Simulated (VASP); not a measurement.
Input:

```
NiSi2
1.0
    0.00000     2.75283     2.75283
    2.75283     0.00000     2.75283
    2.75283     2.75283     0.00000
Si Ni
2 1
Direct
  0.25000   0.25000   0.25000
  0.75000   0.75000   0.75000
  0.00000   0.00000   0.00000
```

All values below come from PBE GGA, VASP's PBE PAW potentials (set 64) (plane waves; VASP 6.6.1). Numerical set-up: 480 eV cut-off, 10×10×10 Γ-centred mesh, first-order Methfessel-Paxton smearing of 0.10 eV, potentials Si Ni.

Question: Estimate the energy per atom (σ→0), pressure, band gap (on the k-mesh) with the smallest direct gap where there is one.

Answer: 
```json
{
 "band gap (on the k-mesh)": "none (metal, semimetal or under 0.01 eV)",
 "energy per atom (σ→0)": "-557.9 kJ/mol of atoms",
 "pressure": "-4.51 GPa"
}
```

Only differences to runs with the same potentials and settings are physical.

The compound is NiSi2 in the fluorite structure. This cell was strained or had an atom moved on purpose. The run is not spin-polarised, so no magnetic state was tried.
